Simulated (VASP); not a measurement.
Data:

```
BeS
1.0
    0.00000     2.48370     2.48370
    2.48370     0.00000     2.48370
    2.48370     2.48370     0.00000
Be S
1 1
Cartesian
  0.00000   0.00000   0.00000
  1.24185   1.24185   1.24185
```

Calculation: PBE GGA, VASP's PBE PAW potentials (set 64) (plane waves; VASP). Numerical set-up: 400 eV cut-off, 8×8×8 Γ-centred mesh, Gaussian smearing of 0.050 eV, potentials Be S.

### Question
What does the run give for the energy per atom (σ→0), pressure, band gap (on the k-mesh) with the smallest direct gap where there is one?

### Answer

```json
{
  "band gap (on the k-mesh)": "3.26 eV",
  "smallest direct gap (on the k-mesh)": "5.29 eV",
  "energy per atom (σ→0)": "-4.994 eV/atom",
  "pressure": "-4.62 GPa"
}
```

Only differences to runs with the same potentials and settings are physical.

The compound is BeS in the zinc blende structure. The cell was not relaxed at this level.
